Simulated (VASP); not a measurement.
```xyz
8
Lattice="0.0000 3.0632 3.0632 3.0632 0.0000 3.0632 12.2399 12.2399 0.0127" Properties=species:S:1:pos:R:3 pbc="T T T"
Ga     3.0693     3.0693     6.1202
Ga     6.1241     6.1241     6.1285
Ga     6.1144     6.1144     0.0120
Sb     1.5325     1.5325     1.5307
Sb     4.5881     4.5881     1.5382
Sb     7.6417     7.6417     1.5478
Sb    10.7174    10.7174     1.5353
Al    12.2449    12.2449     6.1340
```

All values below come from PBEsol GGA, VASP's PBE PAW potentials (set 64) (plane waves; VASP). Numerical set-up: 400 eV cut-off, Gaussian smearing of 0.050 eV, potentials Ga_d Sb Al.

Unless said otherwise, spin-orbit coupling is left out, though it shifts the bands of the heavy elements here.

Q: Give the energies of bands 23 to 36 at the high-symmetry points, in eV from the valence-band maximum.

A: 
| band | Γ | T | H2 | L | S0 | F |
|---|---|---|---|---|---|---|
| 23 | -1.11 | -1.71 | -5.44 | -5.55 | -5.44 | -5.48 |
| 24 | -1.11 | -1.03 | -3.65 | -2.90 | -3.67 | -3.06 |
| 25 | -0.72 | -1.03 | -3.64 | -2.89 | -3.56 | -2.99 |
| 26 | -0.72 | -0.97 | -3.45 | -2.37 | -3.55 | -2.50 |
| 27 | -0.63 | -0.97 | -3.42 | -2.33 | -3.38 | -2.49 |
| 28 | -0.63 | -0.31 | -2.20 | -2.15 | -2.27 | -1.95 |
| 29 | 0.00 | -0.31 | -2.19 | -2.04 | -2.08 | -1.90 |
| 30 | 0.00 | -0.18 | -1.95 | -1.41 | -2.06 | -1.10 |
| 31 | 0.00 | -0.18 | -1.94 | -1.36 | -1.86 | -1.09 |
| 32 | 0.18 | 0.50 | 1.69 | 1.11 | 1.60 | 0.52 |
| 33 | 0.52 | 0.67 | 1.82 | 1.18 | 2.02 | 1.00 |
| 34 | 0.80 | 1.02 | 2.57 | 1.48 | 2.24 | 1.12 |
| 35 | 1.43 | 1.65 | 2.63 | 1.62 | 2.90 | 1.58 |
| 36 | 2.83 | 3.13 | 3.88 | 2.09 | 3.55 | 1.68 |

The gap is direct, 0.18 eV, from the valence maximum at Γ to the conduction minimum at Γ.

The structure was generated: AlGa3Sb4 was put into an ordered model structure (R3m), which need not be its known phase. It was relaxed first.
